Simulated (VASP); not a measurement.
Here is the system:

```
CELL_PARAMETERS angstrom
      3.23571     0.00000     0.00000
     -1.61785     2.80220     0.00000
      0.00000     0.00000     5.42324
ATOMIC_POSITIONS crystal
  Li 0.66667 0.33333 0.38258
  Li 0.33333 0.66667 0.61742
  Hf 0.00000 0.00000 0.00000
  N  0.66667 0.33333 0.77916
  N  0.33333 0.66667 0.22084
```

These are r2SCAN meta-GGA, VASP's PBE PAW potentials (set 64) (plane waves; VASP) values and carry that method's errors. Run with 520 eV cut-off, 9×9×5 Γ-centred mesh, tetrahedra with Blöchl corrections, potentials Li_sv Hf_pv N.

Unless said otherwise, spin-orbit coupling is left out, though it shifts the bands of the heavy elements here.

### Question
Give the energies of bands 8 to 16 at the high-symmetry points, in eV from the valence-band maximum.

### Answer

```
band      Γ      M      K      A      L      H
----  -----  -----  -----  -----  -----  -----
8     -4.94  -5.02  -4.16  -3.95  -4.89  -3.46
9     -2.90  -3.04  -3.40  -2.82  -3.22  -3.45
10    -2.90  -2.70  -3.40  -2.82  -2.85  -3.45
11    -0.41  -2.59  -2.25  -2.02  -2.73  -2.43
12     0.00  -1.41  -2.25  -0.19  -0.91  -2.08
13     0.00  -1.24  -1.41  -0.19  -0.84  -2.08
14     3.96   2.48   3.92   3.87   2.33   4.68
15     3.96   6.32   5.60   3.87   5.18   5.15
16     4.47   6.71   5.60   4.96   6.53   5.15
```

The gap is indirect, 2.33 eV, from the valence maximum at Γ to the conduction minimum at L.

The structure comes from a computed database's Li2HfN2 entry (P-3m1); how it stands against other phases isn't given here. It was relaxed first.
